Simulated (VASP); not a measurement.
The system is TaWC2.

```
W Ta C
1.0
     1.57186    0.90751    5.10162
    -1.57186    0.90751    5.10162
     0.00000   -1.81502    5.10162
W Ta C
1 1 2
Direct
  0.00000 0.00000 0.00000
  0.50000 0.50000 0.50000
  0.25093 0.25093 0.25093
  0.74907 0.74907 0.74907
```

The cell comes from a database or a generator and needn't be the stable form of this composition.

Base run:

- Program: VASP 6.6.1
- Functional: PBE
- Potentials or basis: VASP PAW PBE potentials, release 64 (W_sv_GW, Ta_sv_GW, C_GW)
- Cutoff: 900 eV
- k mesh: 7 × 7 × 7
- Occupations: fermi-dirac, width 0.05 eV
- Spin: no spin polarisation

Its results: pressure -2.6 GPa; largest force 0.042 eV/Å.

The run is repeated on the same cell with these changes: potentials or basis from VASP PAW PBE potentials, release 64 (W_sv_GW, Ta_sv_GW, C_GW) to VASP PAW PBE potentials, release 54 (W_sv, Ta_pv, C); further incar settings from ALGO = Normal; EDIFF = 1e-06; NBANDS = 26 to ALGO = Normal; EDIFF = 1e-06; NBANDS = 24; valence electrons from 35 to 33. What comes out?

Pressure -1.8 GPa; largest force 0.039 eV/Å.

Not every run made on this cell is shown here.
